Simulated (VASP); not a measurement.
```yaml
crystal:
  lattice:
    - [2.94265, 0.00000, 0.00000]
    - [0.00000, 3.02170, 0.00000]
    - [0.00000, 0.00000, 2.86309]
  atoms:
    - { symbol: Zn, position: [0.50000, 0.50000, 0.50000] }
    - { symbol: Cu, position: [0.02821, 0.00000, 0.00000] }
```

These are PBE GGA, VASP's PBE PAW potentials (set 64) (plane waves; VASP) values and carry that method's errors. Numerical set-up: 400 eV cut-off, 10×10×10 Γ-centred mesh, first-order Methfessel-Paxton smearing of 0.10 eV, potentials Zn Cu.

Gaps are read on the run's mesh, which can miss a band edge.

Question: Estimate the energy per atom (σ→0), pressure, largest force, band gap (on the k-mesh) with the smallest direct gap where there is one.

Answer: 
* **band gap (on the k-mesh)**: none (metal, semimetal or under 0.01 eV)
* **energy per atom (σ→0)**: -240.6 kJ/mol of atoms
* **pressure**: 2.88 GPa
* **largest force**: 0.405 eV/Å

The absolute energy has meaning only against runs of the same code, potentials and settings.

The compound is CuZn in the CsCl type structure. The cell was not relaxed at this level, atoms are displaced from their ideal sites. The run is one of a series of settings (KPOINTS 10×10×10 Γ-centred mesh against the base run), some of them coarse on purpose. The electron count is odd and the run is not spin-polarised, which forces a metal.
